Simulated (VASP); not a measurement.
Level of theory: PBEsol GGA, VASP's PBE PAW potentials (set 64) (plane waves; VASP).

A VASP calculation is set up with these files.

POSCAR:
```
In
1.0
 -1.5892306745   1.5892306745   2.4739251669
  1.5892306745  -1.5892306745   2.4739251669
  1.5892306745   1.5892306745  -2.4739251669
In
1
Direct
  0.0000000000   0.0000000000   0.0000000000
```

**KPOINTS**
```
Automatic mesh
0
Gamma
14 14 14
0 0 0
```

INCAR:
```
SYSTEM = In
PREC = Accurate
ENCUT = 480
EDIFF = 1E-7
NELM = 100
ALGO = Normal
LREAL = .FALSE.
LASPH = .TRUE.
ISMEAR = 1
SIGMA = 0.1
GGA = PS
LMAXMIX = 4
LWAVE = .FALSE.
LCHARG = .FALSE.
ISIF = 2
```

POTCAR, in this order: In_d (PBE.64 set). Program: vasp_std.

The run wrote:

File OSZICAR:
```
       N       E                     dE             d eps       ncg     rms          rms(c)
DAV:   1     0.685101994732E+02    0.68510E+02   -0.63188E+03  4900   0.158E+03
DAV:   2    -0.469340793487E+00   -0.68980E+02   -0.68054E+02  4928   0.280E+02
DAV:   3    -0.297529134185E+01   -0.25060E+01   -0.24893E+01  5670   0.630E+01
DAV:   4    -0.303020244600E+01   -0.54911E-01   -0.54891E-01  6148   0.933E+00
DAV:   5    -0.303259919437E+01   -0.23967E-02   -0.23966E-02  6046   0.159E+00    0.252E+00
DAV:   6    -0.299331467161E+01    0.39285E-01   -0.75941E-02  5578   0.629E+00    0.119E+00
DAV:   7    -0.298579948016E+01    0.75152E-02   -0.20375E-02  5894   0.301E+00    0.302E-01
DAV:   8    -0.298507588466E+01    0.72360E-03   -0.83540E-04  6076   0.602E-01    0.287E-02
DAV:   9    -0.298507732782E+01   -0.14432E-05   -0.11555E-05  6690   0.480E-02    0.161E-02
DAV:  10    -0.298507798868E+01   -0.66086E-06   -0.12575E-06  6562   0.176E-02    0.643E-04
DAV:  11    -0.298507798607E+01    0.26041E-08   -0.28885E-08  3240   0.330E-03
   1 F= -.29850780E+01 E0= -.29850686E+01  d E =-.282120E-04
```

OUTCAR:
```
------------------------ aborting loop because EDIFF is reached ----------------------------------------
  FORCE on cell =-STRESS in cart. coord.  units (eV):
  Direction    XX          YY          ZZ          XY          YZ          ZX
  --------------------------------------------------------------------------------------
  Total        0.1889204      0.1889204      0.0984464      0.0000000      0.0000000      0.0000000
  in kB       12.1106907     12.1106907      6.3108798      0.0000000      0.0000000      0.0000000
  external PRESSURE =      10.1774204 kB  Pullay stress =       0.0000000 kB
  volume of cell :       24.99
      direct lattice vectors                 reciprocal lattice vectors
    -1.589230674  1.589230674  2.473925167     0.000000000  0.314617637  0.202107973
     1.589230674 -1.589230674  2.473925167     0.314617637  0.000000000  0.202107973
     1.589230674  1.589230674 -2.473925167     0.314617637  0.314617637  0.000000000
 POSITION                                       TOTAL-FORCE (eV/Angst)
 -----------------------------------------------------------------------------------
      0.00000      0.00000      0.00000         0.000000      0.000000     -0.000000
 -----------------------------------------------------------------------------------
    total drift:                               -0.000000     -0.000000      0.000000
  FREE ENERGIE OF THE ION-ELECTRON SYSTEM (eV)
  ---------------------------------------------------
  free  energy   TOTEN  =        -2.9850779861 eV

  energy  without entropy=       -2.9850497741  energy(sigma->0) =       -2.98506858
```
(Selected blocks of OUTCAR.)

The compound is In in the bct structure. This cell was strained or had an atom moved on purpose.
